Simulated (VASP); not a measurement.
The system is HfO2.

```
Hf O
1.0
     0.00000    2.55000    2.55000
     2.55000    0.00000    2.55000
     2.55000    2.55000    0.00000
Hf O
1 2
Cartesian
  0.0000 0.0000 0.0000
  1.2750 1.2750 1.2750
  3.8250 3.8250 3.8250
```

The cell was built by a generator and needn't be a form met in nature.

Program: VASP 6.6.1. Alike in all runs: task single point; no spin polarisation; cell as given; k mesh 6 × 6 × 6; cutoff (eV) 700; smearing gaussian 0.05 eV.

Order these runs on this cell by their pressure, lowest first.
A. level PBE; potentials or basis VASP PAW PBE potentials, release 64 (Hf_pv, O)
B. level PBEsol; potentials or basis VASP PAW PBE potentials, release 64 (Hf_pv, O)
C. level LDA; potentials or basis VASP PAW LDA potentials, release 64 (Hf_pv, O)

C (-17.7 GPa), B (-11.8 GPa), A (-4.2 GPa).

Caveats: the PAW data sets were made with another functional, which shifts forces and pressure a little (some runs); so large a pressure means that the cell lies far from this level's equilibrium, or that cutoff or potentials fall short (some runs).
